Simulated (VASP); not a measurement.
Output of a VASP run:

OSZICAR:
```
       N       E                     dE             d eps       ncg     rms          rms(c)
DAV:   1     0.170244962078E+02    0.17024E+02   -0.64918E+03  6168   0.944E+02
DAV:   2    -0.227187692311E+02   -0.39743E+02   -0.37760E+02  7873   0.188E+02
DAV:   3    -0.241620830341E+02   -0.14433E+01   -0.14100E+01  7905   0.286E+01
DAV:   4    -0.241748278055E+02   -0.12745E-01   -0.12738E-01  7426   0.279E+00
DAV:   5    -0.241750029392E+02   -0.17513E-03   -0.17511E-03  7978   0.252E-01    0.575E+01
DAV:   6    -0.210856023582E+02    0.30894E+01   -0.19575E+01  6968   0.229E+01    0.409E+01
DAV:   7    -0.210261097409E+02    0.59493E-01   -0.61850E-01  7238   0.607E+00    0.245E+01
DAV:   8    -0.210191663827E+02    0.69434E-02   -0.54052E-02  7162   0.228E+00    0.571E+00
DAV:   9    -0.210134659781E+02    0.57004E-02   -0.26535E-02  7082   0.975E-01    0.181E+00
DAV:  10    -0.210132771026E+02    0.18888E-03   -0.77987E-04  7326   0.244E-01    0.411E-01
DAV:  11    -0.210132705042E+02    0.65984E-05   -0.18135E-04  7130   0.971E-02    0.549E-02
DAV:  12    -0.210132679807E+02    0.25235E-05   -0.71473E-06  7189   0.234E-02    0.682E-02
DAV:  13    -0.210132672525E+02    0.72825E-06   -0.41607E-07  3633   0.694E-03
   1 F= -.21013267E+02 E0= -.21013246E+02  d E =-.646671E-04
```

### OUTCAR
```
------------------------ aborting loop because EDIFF is reached ----------------------------------------
  FORCE on cell =-STRESS in cart. coord.  units (eV):
  Direction    XX          YY          ZZ          XY          YZ          ZX
  --------------------------------------------------------------------------------------
  Total       -1.1922333      0.4427832      0.2858121      0.0000000      0.0000000      0.0000000
  in kB      -76.0712764     28.2520899     18.2364406      0.0000000      0.0000000      0.0000000
  external PRESSURE =      -9.8609153 kB  Pullay stress =       0.0000000 kB
  volume of cell :       25.11
      direct lattice vectors                 reciprocal lattice vectors
     0.000000000  2.298279000  2.303922000    -0.210872235  0.217554092  0.217021236
     2.371104000  0.000000000  2.303922000     0.210872235 -0.217554092  0.217021236
     2.371104000  2.298279000  0.000000000     0.210872235  0.217554092 -0.217021236
 POSITION                                       TOTAL-FORCE (eV/Angst)
 -----------------------------------------------------------------------------------
      0.00000      0.00000      0.00000         0.461286      0.000000      0.000000
      2.45239      2.29828      2.30392        -0.461286      0.000000      0.000000
 -----------------------------------------------------------------------------------
    total drift:                                0.000029      0.000000      0.000000
  FREE ENERGIE OF THE ION-ELECTRON SYSTEM (eV)
  ---------------------------------------------------
  free  energy   TOTEN  =       -21.0132672525 eV

  energy  without entropy=      -21.0132025854  energy(sigma->0) =      -21.01324570
```
(Selected blocks of OUTCAR.)

**POSCAR**
```
HfC
1
    0.0000000000     2.2982790000     2.3039220000
    2.3711040000     0.0000000000     2.3039220000
    2.3711040000     2.2982790000     0.0000000000
Hf C
1 1
Direct
  0.0000000000   0.0000000000   0.0000000000
  0.4828580000   0.5171420000   0.5171420000
```

Reconstruct the remaining input files.

This is not unique; one that fits is the input of the run itself, PBE GGA, plane waves, VASP's PBE PAW potentials (set 64).

**INCAR**
```
! general
SYSTEM   =  HfC
PREC     =  Accurate
ENCUT    =  375   ! plane-wave cut-off (eV)
LREAL    =  .FALSE.   ! projection in real space or not
LASPH    =  .TRUE.   ! aspherical one-centre terms

! electronic loop
EDIFF    =  1E-6   ! SCF stop (eV)
NELM     =  100   ! most electronic steps
ALGO     =  Normal
LMAXMIX  =  6

! smearing
ISMEAR   =  1   ! Methfessel-Paxton
SIGMA    =  0.1   ! width (eV)

! functional
GGA      =  PE

! ions
ISIF     =  2

! output
LWAVE    =  .FALSE.
LCHARG   =  .FALSE.
```

**KPOINTS**
```
Automatic mesh
0
Gamma
12 12 12
0 0 0
```

POTCAR, in this order: Hf_pv C (PBE.64 set). Program: vasp_std.

At this cut-off the stress carries a Pulay error, which pulls relaxed volumes low.

The compound is HfC in the rock salt structure. The cell was not relaxed at this level, atoms are displaced from their ideal sites. The run is one of a series of settings (ENCUT = 375 against the base run), some of them coarse on purpose.
